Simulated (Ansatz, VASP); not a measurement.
**HfB2 in two plane-wave programs**

Wanted: the spread between two codes on one cell, functional and k mesh. Of the first pair: The cell is taken from a series of runs on this material, whose earlier steps may have relaxed, scaled, displaced or heated it; both programs get it as it stands.

Main program and level: Ansatz 0.2.0; plane waves, with VASP 6.6.1 beside it; relaxation of cell and atoms at LDA and single point at LDA.

## (1) Starting point

It takes space group P6/mmm (No. 191, hexagonal). Conventional cell: a = 3.103 Å, b = 3.103 Å, c = 3.422 Å, α = 90.00°, β = 90.00°, γ = 120.00°. Nearest to B lie 3 B at 1.79 Å and 6 Hf at 2.48 Å. Nearest to Hf lie 12 B at 2.48 Å. Farther neighbours are not listed.

Structure file:

```xyz
3
Lattice="3.1031 0.0000 0.0000 -1.5516 2.6874 0.0000 0.0000 0.0000 3.4224" Properties=species:S:1:pos:R:3 pbc="T T T"
B     0.0000    1.7916    1.7112
B     1.5516    0.8958    1.7112
Hf    0.0000    0.0000    0.0000
```

## (2) VASP: relaxation of cell and atoms, LDA, pair 1

The relaxed volume is the usual yardstick between codes: in a stiff, nearly cubic crystal its relative difference is about their pressure difference at one cell divided by the bulk modulus.

Lines of VASP's logs that name or quote its potential files are left out, and so is its time.

Input file INCAR:

```
SYSTEM = HfB2
PREC = Accurate
ENCUT = 500
EDIFF = 1E-07
NELM = 120
ISMEAR = 1
SIGMA = 0.2
LREAL = .FALSE.
ALGO = Normal
GGA = CA
NBANDS = 14
LASPH = .TRUE.
LORBIT = 11
LWAVE = .FALSE.
LCHARG = .FALSE.
ISIF = 3
IBRION = 2
NSW = 80
EDIFFG = -0.005
GGA_COMPAT = .FALSE.
NELMIN = 4
KPAR = 2
```

Input file POSCAR:

```
HfB2
1.0
    3.1031380000      0.0000000000      0.0000000000
   -1.5515690000      2.6873960000      0.0000000000
    0.0000000000      0.0000000000      3.4224380000
B Hf
2 1
Direct
    0.3333332713      0.6666665426      0.5000000000
    0.6666667287      0.3333334574      0.5000000000
    0.0000000000      0.0000000000      0.0000000000
```

Input file KPOINTS:

```
Automatic mesh
0
Gamma
15 15 12
0 0 0
```

PAW data sets: B and Hf_pv (LDA family, release 64).

Run with:

```sh
$ mpirun -np 2 vasp_std
```

Numbers of over 12 decimals in the logs are rounded to 6 here.

The log of the run:

```text
[banner, memory and clock lines left out]
running    2 mpi-ranks, on    1 nodes
 distrk:  each k-point on    1 cores,    2 groups
 distr:  one band on    1 cores,    1 groups

 POSCAR found type information on POSCAR B Hf
 POSCAR found :  2 types and       3 ions
 LDA part: xc-table for (Slater(with rela. corr.)+CA(PZ))
 , standard interpolation
 POSCAR, INCAR and KPOINTS ok, starting setup
 FFT: planning ... GRIDC
 FFT: planning ... GRID_SOFT
 FFT: planning ... GRID
 WAVECAR not read
 entering main loop
       N       E                     dE             d eps       ncg     rms          rms(c)
DAV:   1     0.252110787217E+02    0.25211E+02   -0.79152E+03  5292   0.105E+03
DAV:   2    -0.299783292334E+02   -0.55189E+02   -0.51646E+02  6790   0.226E+02
DAV:   3    -0.314698898401E+02   -0.14916E+01   -0.14835E+01  7144   0.279E+01
DAV:   4    -0.314764945867E+02   -0.66047E-02   -0.66016E-02  6054   0.223E+00
DAV:   5    -0.314765374453E+02   -0.42859E-04   -0.42857E-04  7086   0.154E-01    0.569E+01
DAV:   6    -0.290799390534E+02    0.23966E+01   -0.37343E+00  6378   0.134E+01    0.416E+01
DAV:   7    -0.290262107264E+02    0.53728E-01   -0.11450E+00  6750   0.762E+00    0.121E+01
DAV:   8    -0.289582718727E+02    0.67939E-01   -0.31550E-01  6318   0.417E+00    0.175E+00
DAV:   9    -0.289534798740E+02    0.47920E-02   -0.25339E-02  6258   0.127E+00    0.487E-01
DAV:  10    -0.289532300770E+02    0.24980E-03   -0.99850E-04  6558   0.268E-01    0.264E-01
DAV:  11    -0.289532354568E+02   -0.53798E-05   -0.65168E-05  6534   0.618E-02    0.933E-02
DAV:  12    -0.289532334321E+02    0.20247E-05   -0.38853E-06  6288   0.152E-02    0.180E-02
DAV:  13    -0.289532334321E+02   -0.40927E-11   -0.28330E-07  6536   0.419E-03
   1 F= -.28953233E+02 E0= -.28953351E+02  d E =-.289532E+02
[...]
2 F= -.28953176E+02 E0= -.28953301E+02  d E =0.570925E-04
[...]
3 F= -.28953410E+02 E0= -.28953531E+02  d E =-.176687E-03
[...]
4 F= -.28953409E+02 E0= -.28953530E+02  d E =-.175529E-03
[...]
5 F= -.28953409E+02 E0= -.28953530E+02  d E =-.175723E-03
 curvature:  -0.13 expect dE=-0.595E-05 dE for cont linesearch -0.332E-07
 ZBRENT: accuracy reached
 trial: gam= 0.04341 g(F)=  0.277E-42 g(S)=  0.473E-04 ort = 0.142E-04 (trialstep = 0.891E+00)
 search vector abs. value=  0.500E-04
 bond charge predicted
       N       E                     dE             d eps       ncg     rms          rms(c)
DAV:   1    -0.289534567966E+02   -0.47642E-04   -0.20154E-03  5496   0.349E-01    0.470E-02
DAV:   2    -0.289534368364E+02    0.19960E-04   -0.28145E-05  6780   0.433E-02    0.206E-02
DAV:   3    -0.289534294878E+02    0.73487E-05   -0.74028E-06  6754   0.205E-02    0.718E-03
DAV:   4    -0.289534289545E+02    0.53321E-06   -0.64102E-07  7074   0.593E-03    0.601E-03
DAV:   5    -0.289534289031E+02    0.51471E-07   -0.53734E-08  2970   0.184E-03
   6 F= -.28953429E+02 E0= -.28953553E+02  d E =-.197482E-04
 trial-energy change:   -0.000020  1 .order   -0.000020   -0.000043    0.000002
 step:   0.8414(harm=  0.8440)  dis= 0.00000  next Energy=   -28.953429 (dE=-0.198E-04)
 reached required accuracy - stopping structural energy minimisation
```

OUTCAR, selected parts (step 2):

```text
ion  position               nearest neighbor table
   1  0.333  0.667  0.500-   2 1.79   2 1.79   2 1.79   3 2.48   3 2.48   3 2.48   3 2.48   3 2.48
                             3 2.48
   2  0.667  0.333  0.500-   1 1.79   1 1.79   1 1.79   3 2.48   3 2.48   3 2.48   3 2.48   3 2.48
                             3 2.48
   3  0.000  0.000  0.000-   1 2.48   1 2.48   2 2.48   2 2.48   1 2.48   2 2.48   1 2.48   2 2.48
                             2 2.48   2 2.48   1 2.48   1 2.48

  LATTYP: Found a hexagonal cell.
 ALAT       =     3.1031380000
 C/A-ratio  =     1.1028958429

 Subroutine GETGRP returns: Found 24 space group operations
 (whereof 24 operations were pure point group operations)

The static configuration has the point symmetry D_6h.

 Found    189 irreducible k-points:

   k-points           NKPTS =    189   k-points in BZ     NKDIM =    189   number of bands    NBANDS=     14

   dimension x,y,z NGX =    24 NGY =   24 NGZ =   28
   dimension x,y,z NGXF=    48 NGYF=   48 NGZF=   56

   ENCUT  =  500.0 eV  36.75 Ry    6.06 a.u.   5.66  5.66  6.24*2*pi/ulx,y,z

   NELECT =      16.0000    total number of electrons

 k-points in reciprocal lattice and weights: Automatic mesh
   0.00000000  0.00000000  0.00000000       0.000
   0.06666667 -0.00000000  0.00000000       0.002
   0.13333333 -0.00000000  0.00000000       0.002
   0.20000000 -0.00000000  0.00000000       0.002
   0.26666667 -0.00000000  0.00000000       0.002
   0.33333333 -0.00000000  0.00000000       0.002
   0.40000000 -0.00000000  0.00000000       0.002
   0.46666667 -0.00000000  0.00000000       0.002
   0.06666667  0.06666667  0.00000000       0.002
[...]
0.33333333  0.26666667  0.50000000       0.004
   0.33333333  0.33333333  0.50000000       0.001

 average (electrostatic) potential at core
       1 -29.8170       2 -29.8170       3 -34.0920

 E-fermi :   7.9707

 k-point     1 :       0.0000    0.0000    0.0000
  band No.  band energies     occupation
    ...
      4      -5.8075      2.00000
      5       4.8788      2.00000
      6       4.9786      2.00000
      7       4.9786      2.00000
      8       5.3210      2.00000
      9      12.0957      0.00000
     10      12.0957      0.00000
     11      12.7964      0.00000
     12      12.7964      0.00000
     13      13.1422      0.00000
    ...

 k-point     2 :       0.0667   -0.0000    0.0000
  band No.  band energies     occupation
    ...
      4      -5.7071      2.00000
      5       4.7109      2.00000
      6       4.9802      2.00000
      7       4.9802      2.00000
      8       5.2211      2.00000
      9      11.9205     -0.00000
     10      12.0249      0.00000
     11      12.2155      0.00000
     12      12.2383      0.00000
     13      13.5831      0.00000
    ...

 k-point     3 :       0.1333   -0.0000    0.0000
  band No.  band energies     occupation
    ...
      4      -5.4145      2.00000
      5       4.0255      2.00000
      6       4.9631      2.00000
      7       4.9708      2.00000
      8       5.2447      2.00000
      9      10.9323     -0.00000
     10      11.8222     -0.00000
     11      11.8329     -0.00000
     12      12.4843      0.00000
     13      14.0883      0.00000
    ...

  Total        0.0037281      0.0037281      0.0008957      0.0000000      0.0000000      0.0000000
  in kB        0.2087890      0.2087890      0.0501622      0.0000000      0.0000000      0.0000000
  external PRESSURE =       0.1559134 kB  Pullay stress =       0.0000000 kB

  energy-cutoff  :      500.00
  volume of cell :       28.61
      direct lattice vectors                 reciprocal lattice vectors
     3.103812395  0.000000000  0.000000000     0.322184421  0.186013286 -0.000000000
    -1.551906198  2.687980043 -0.000000000     0.000000000  0.372026572 -0.000000000
     0.000000000  0.000000000  3.429025430    -0.000000000 -0.000000000  0.291628050

 POSITION                                       TOTAL-FORCE (eV/Angst)
 -----------------------------------------------------------------------------------
      0.00000      1.79199      1.71451        -0.000000     -0.000000      0.000000
      1.55191      0.89599      1.71451         0.000000      0.000000     -0.000000
      3.10381      0.00000      0.00000         0.000000     -0.000000      0.000000
 -----------------------------------------------------------------------------------
    total drift:                                0.000000     -0.000000     -0.000000

  FREE ENERGIE OF THE ION-ELECTRON SYSTEM (eV)
  ---------------------------------------------------
  free  energy   TOTEN  =       -28.9534289031 eV

  energy  without entropy=      -28.9538009171  energy(sigma->0) =      -28.95355291

 reached required accuracy - stopping structural energy minimisation

 total charge
# of ion       s       p       d       tot
------------------------------------------
    1        0.668   1.318   0.000   1.987
    2        0.668   1.318   0.000   1.987
    3        0.310   6.633   1.934   8.878
--------------------------------------------------
tot          1.647   9.270   1.934  12.852

[... 3 further parts left out ...]
```

CONTCAR:

```
HfB2
   1.00000000000000
     3.1038123953929002    0.0000000000000000    0.0000000000000000
    -1.5519061976964501    2.6879800433216547   -0.0000000000000000
     0.0000000000000000    0.0000000000000000    3.4290254299562521
  B               Hf
     2     1
Direct
     0.3333332712999990    0.6666665425999980    0.5000000000000000
     0.6666667287000010    0.3333334574000020    0.5000000000000000
     1.0000000000000000    0.0000000000000000    0.0000000000000000
```

## (3) Ansatz: relaxation of cell and atoms, LDA, pair 1

Ansatz runs on its PAW soft_1 files.

The same cell, functional (in two slightly different forms), mesh and smearing now go to Ansatz, which takes its cutoff from its data sets.

Input file input.yaml:

```yaml
crystal:
  lattice:
    - [3.103137556, 0.0, 0.0]
    - [-1.551568778, 2.687395955, 0.0]
    - [0.0, 0.0, 3.4224377966]
  atoms:
    - { symbol: B, position: [0.3333333333, 0.6666666667, 0.5] }
    - { symbol: B, position: [0.6666666667, 0.3333333333, 0.5] }
    - { symbol: Hf, position: [0.0, 0.0, 0.0] }
kpoints:
  mp_grid: { grid: [15, 15, 12] }
hamiltonian:
  xc: lda
  pseudopotentials: { kind: paw, azcp: { folder: soft_1 }, xc_functional: pbe }
scf:
  occupations: { method: methfessel_paxton, width: 0.2 }
output:
  forces: true
  stress: true
  eigenvalues: true
relax:
  adjacent_minimum: "off"
  f_tol: 0.001
  max_steps: 60
  cell: { stress_tol: 0.01 }
```

Run with:

```sh
$ ansatz run input.yaml --threads 4 --pin off --max-ram 10240MiB --backend cpu --events-out ev --progress --plain --runs-dir out
```

The log of the run:

```text
Engine: ansatz 0.2.0, x86_64-unknown-linux-gnu
Pseudopotentials: kind: paw
Pseudopotential: B, paw, valence charge 3, recommended cutoff 420 eV (normal), soft_1/B.paw.azcp
Pseudopotential: Hf, paw, valence charge 26, recommended cutoff 420 eV (normal), soft_1/Hf.paw.azcp
Functional definition: SPW92
  exchange = slater_x
  correlation = pw_c
Crystal: 3 atoms, lattice volume = 28.541 Å³
Basis set: ecut = 420 eV, 563 PW (Γ)
Bands: 20, of which v1, the nominal top of the filled ones, is band 16 counted from 1 (15 counted from 0)
Symmetry: 24 space group operations
Space group: P6/mmm (ITA 191), of the structure as read, at distance tolerance 3.1e-5 Å
k-points: 189 of 2700
Non-local potential: B, projectors of the file, l = 0: 2, l = 1: 2, l = 2: 1
Non-local potential: Hf, projectors of the file, l = 0: 3, l = 1: 2, l = 2: 2, l = 3: 3
PAW form: soft (Blöchl's): semilocal exchange-correlation on the pseudo side does not see the compensation charge
PAW frozen core: B, regenerated for the run's functional, and the local potential with it (the file was generated under x = pbe(κ = 0.804, μ = 0.219515), c = pbe(β = 0.066725))
PAW frozen core: Hf, regenerated for the run's functional, and the local potential with it (the file was generated under x = pbe(κ = 0.804, μ = 0.219515), c = pbe(β = 0.066725))
PAW one-centre angular grid: B, 110 points (default); XC on 64 Gauss nodes
PAW one-centre angular grid: Hf, 590 points (default); XC on 64 Gauss nodes
Initial density: superposition of atomic densities (chi_scale 0.1, normalization cell, long waves kept (reshape's long-wave potential 0.00 eV rms))
Initial wavefunctions: pseudopotential atomic-orbital guess
Functional: x = slater, c = lda
SCF iter   1: F=—  HF=-15780.983293 eV  |F-HF|=—  |Δ(HF+E_count)|=         —  Δρ=6.80e-2  dr2=2.08e0  ethr=3.10e-3  ⟨swp⟩=4.1  Hψ=14820  notcnv=0
preconditioner: auto → none  [metal: Δε(μ)=0.035 eV  Ē_g=16.763 eV  σ=0.200 eV  W_gap=0.15  n_scr=8 (ndim 8)  ℏωp=38.1 eV  f_vac=0.000  D(μ)=0.24/eV (n_scr^D=0)  sad-step TF]
SCF iter   2: F=—  HF=-15780.535187 eV  |F-HF|=—  |Δ(HF+E_count)|=   4.48e-1  S|Δr|=    0.00e0  Δρ=3.59e-2  dr2=5.99e-1  ethr=3.10e-3  ⟨swp⟩=3.0  Hψ=8059  notcnv=0
SCF iter   3: F=—  HF=-15780.390032 eV  |F-HF|=—  |Δ(HF+E_count)|=   1.45e-1  S|Δr|=    0.00e0  Δρ=1.10e-2  dr2=2.21e-2  ethr=1.87e-3  ⟨swp⟩=2.1  Hψ=7940  notcnv=0
SCF iter   4: F=—  HF=-15780.328515 eV  |F-HF|=—  |Δ(HF+E_count)|=   6.15e-2  S|Δr|=    0.00e0  Δρ=3.16e-3  dr2=1.53e-3  ethr=6.92e-5  ⟨swp⟩=2.3  Hψ=7527  notcnv=0
SCF iter   5: F=—  HF=-15780.331758 eV  |F-HF|=—  |Δ(HF+E_count)|=   3.24e-3  S|Δr|=    0.00e0  Δρ=1.24e-3  dr2=3.99e-4  ethr=4.77e-6  ⟨swp⟩=2.0  Hψ=7045  notcnv=0
SCF iter   6: F=—  HF=-15780.331484 eV  |F-HF|=—  |Δ(HF+E_count)|=   2.74e-4  S|Δr|=    0.00e0  Δρ=1.29e-4  dr2=7.98e-6  ethr=1.25e-6  ⟨swp⟩=2.0  Hψ=6795  notcnv=0
SCF iter   7: F=—  HF=-15780.331481 eV  |F-HF|=—  |Δ(HF+E_count)|=   2.92e-6  S|Δr|=    0.00e0  Δρ=3.25e-5  dr2=4.13e-7  ethr=2.49e-8  ⟨swp⟩=2.0  Hψ=6162  notcnv=0
SCF iter   8: F=-15780.331481 eV  HF=-15780.331481 eV  |F-HF|=3.78e-9  |Δ(HF+E_count)|=   1.23e-7  S|Δr|=    0.00e0  Δρ=4.46e-6  dr2=4.56e-9  ethr=3.13e-10  ⟨swp⟩=5.5  Hψ=17569  notcnv=0
SCF 1 converged in 8 iterations: F = -15780.331481 eV  dr2 = 4.56e-9
  greatest PAW one-centre occupation: 0.998 electrons in one spin orbital (limit 2), on the Hf atom at site 2 (counted from 0), in its partial waves of l = 3
relax step   1: F+E_penalty+E_count = -15780.33148083 eV  Δ(F+E_penalty+E_count) = +0.000e0 eV  max|allowed force component| = 1.850e-17 eV/Å  Δτ_max = 0.0000 Å  P = -0.040 GPa  Ω = 28.541 Å³  (8 SCF iters, dr2 threshold 1.00e-7 eV, accepted)
[...]
relax step   2: F+E_penalty+E_count = -15780.33148542 eV  Δ(F+E_penalty+E_count) = -4.584e-6 eV  max|allowed force component| = 3.238e-16 eV/Å  Δτ_max = 0.0000 Å  P = +0.004 GPa  Ω = 28.536 Å³  energy of the carried Pulay correction = +4.022e-6 eV  (3 SCF iters, dr2 threshold 5.62e-9 eV, accepted)
[...]
relax step   3: F+E_penalty+E_count = -15780.33147759 eV  Δ(F+E_penalty+E_count) = +7.830e-6 eV  max|allowed force component| = 3.238e-16 eV/Å  Δτ_max = 0.0000 Å  P = +0.004 GPa  Ω = 28.536 Å³  stress off target by 9.33e-3 GPa  SCF on the basis re-selected at this cell (its energy is not comparable with the rows above)  (5 SCF iters)
basis re-selected at this cell: Δ(F+E_penalty+E_count) = +7.830e-6 eV, ΔP = -0.000 GPa vs the last step (what re-selecting the basis moved, of the pressure what is left beyond the Pulay correction that the steps carried, after the strain that the cell walked since its last selection, with what the two solves' SCF thresholds leave and, on support functions, any second-order correction that the steps lacked; it is no m [...]
SCF converged after 5 iterations
Stability not checked: this state was not tested for a lower state beside it, because cold or Methfessel-Paxton smearing, or corrected tetrahedra, fill the levels in a way that the test cannot read (fill_not_monotonic; see scf.lower_state_search)
Free energy (F): -15780.331478 eV
Harris-Foulkes:  -15780.331478 eV  (|F-HF|=3.64e-12)
Internal energy: -15780.331890 eV  (E = F + TS)
E sigma→0 (E₀):  -15780.331581 eV
Entropy (-TS):   0.000413 eV (0.138 meV/atom)
Fermi energy:    19.668449 eV
--- Per-component energies (eV) ---
  E_band       = 103.575016
  E_kinetic    = 516.083144
  E_local      = -6425.621209  (includes V_loc(G=0)·N_el)
  E_nonlocal   = 90.343458
  E_hartree    = 3168.188789
  E_xc         = -333.639832
  E_vxc        = -337.276018  (∫ρ·V_xc dr)
  E_paw        = -7600.501210  (= ΣΔE_a)
  E_vpaw       = -76.332045  (= ΣTr[D̂ρ^β])
  E_aug_tail   = 0.000120  (compensation charges beyond the density's cutoff)
  E_ewald      = -5197.733908
  E_core_change = 2.548757  (= ΣΔE_core)
  E_smearing   = 0.000413  (= −TS)
  E_closure    = 0.000000  (closes the sum)
  Σ components = -15780.331478   (vs F -15780.331478, Δ=0.00e0)
--- Forces (eV/Å), atoms counted from 1 ---
  atom   1  B      0.00000000    -0.00000000     0.00000000
  atom   2  B     -0.00000000     0.00000000    -0.00000000
  atom   3  Hf     0.00000000     0.00000000     0.00000000
  max |Σ_I F_I| component: 3.70e-17 eV/Å
--- Stress (GPa, compression-positive) ---
        0.001459       0.000000      -0.000000
       -0.000000       0.001459      -0.000000
       -0.000000      -0.000000       0.009330
  P = ⅓ Tr σ = 0.0041 GPa (0.041 kbar)
--- Band table (eV; the first three rows and the last of 189) ---
  k-point 0: bands = [... 12 lower, 16.5504, 16.6291, 16.6291, 17.0497, 23.7578, 23.7578, 24.4736, 24.4736]
  k-point 1: bands = [... 12 lower, 15.7165, 16.7043, 16.7043, 17.8445, 22.9063, 22.9063, 24.2220, 24.2220]
  k-point 2: bands = [... 12 lower, 14.6382, 16.9266, 16.9266, 18.8311, 21.8666, 21.8666, 23.5617, 23.5617]
  k-point 188: bands = [... 12 lower, 10.5061, 14.1762, 16.5106, 16.5106, 24.3635, 25.2748, 26.9677, 26.9677]
--- Relaxed structure (2 steps of the walk, 2 accepted, 1 SCFs on fresh bases) ---
  F+E_penalty+E_count = -15780.33147759 eV   max|allowed force component| = 3.238e-16 eV/Å   (the final SCF, on the basis selected at the relaxed cell)
  cell:  # Å, volume = 28.5364 Å³
    - [3.102943, 0.0, 0]
    - [-1.551472, 2.687228, 0]
    - [0, 0, 3.422325]
  atoms:
    - { symbol: B, position: [0.333333, 0.666667, 0.500000] }
    - { symbol: B, position: [0.666667, 0.333333, 0.500000] }
    - { symbol: Hf, position: [0, 0, 0] }
```

## (4) Differences

Known differences besides the potentials themselves: the two LDA forms differ slightly; the data sets hold 32 valence electrons in Ansatz (on its PAW soft_1 files) and 16 in VASP; the cutoff is 420 eV in Ansatz and 500 eV in VASP; VASP's log shows a relativistic correction to its local exchange, Ansatz's none; Ansatz adds a Pulay correction to the stress that steers its cell, VASP none. Total energies have different zeros and are not compared.

The two programs side by side:

```tsv
quantity	Ansatz	VASP	difference
volume (Å³)	28.54	28.61	-0.25 %
edge a after relaxation, in the typed setting (Å)	3.103	3.104	-0.03 %
edge c after relaxation, in the typed setting (Å)	3.422	3.429	-0.20 %
```

## (5) Ansatz: relaxation, LDA

This run makes the geometry at which the two programs are then compared.

The structure compared here is the end of the Ansatz relaxation.

input.yaml, the sections that differ from step 3:

```yaml
crystal:
  lattice:
    - [3.0015795207, 0.0, 0.0]
    - [-1.5007897604, 2.5994441164, 0.0]
    - [0.0, 0.0, 3.2916354454]
  atoms:
    - { symbol: B, position: [0.3333333333, 0.6666666667, 0.5] }
    - { symbol: B, position: [0.6666666667, 0.3333333333, 0.5] }
    - { symbol: Hf, position: [0.0, 0.0, 0.0] }
relax:
  adjacent_minimum: "off"
  f_tol: 0.001
  max_steps: 60
  cell: { stress_tol: 0.01, fix: [volume] }
# kpoints, hamiltonian, scf, output: as in step 3
```

The log of the run:

```text
[...]
Crystal: 3 atoms, lattice volume = 25.683 Å³
Basis set: ecut = 420 eV, 503 PW (Γ)
Bands: 20, of which v1, the nominal top of the filled ones, is band 16 counted from 1 (15 counted from 0)
Symmetry: 24 space group operations
[...]
k-points: 189 of 2700
[...]
--- Relaxed structure (3 steps of the walk, 3 accepted, 1 SCFs on fresh bases) ---
[...]
cell:  # Å, volume = 25.6828 Å³
    - [3.002837, 2.8879625397184886e-11, 0]
    - [-1.501419, 2.600533, 0]
    - [0, 0, 3.288879]
  atoms:
    - { symbol: B, position: [0.333333, 0.666667, 0.500000] }
    - { symbol: B, position: [0.666667, 0.333333, 0.500000] }
    - { symbol: Hf, position: [0, 0, 0.0] }
[key lines of the parts left out:]
SCF converged after 6 iterations
Free energy (F): -15780.042162 eV
Fermi energy:    21.860109 eV
P = ⅓ Tr σ = 35.3967 GPa (353.967 kbar)
```

(Part 1 of 2 ends here.)

[Lines on the potential files, build, host, timing and source positions are cut from VASP's logs without a mark.]

[Logs are printed without paths, hosts, clocks, repeated set-up lines and the standing remarks that a program may print on its own settings, such as how far it seeks lower states.]

[Hosts, paths, dates, database ids (printed as entryN), source tags and the programs' standing remarks are cut or masked in the printed files.]
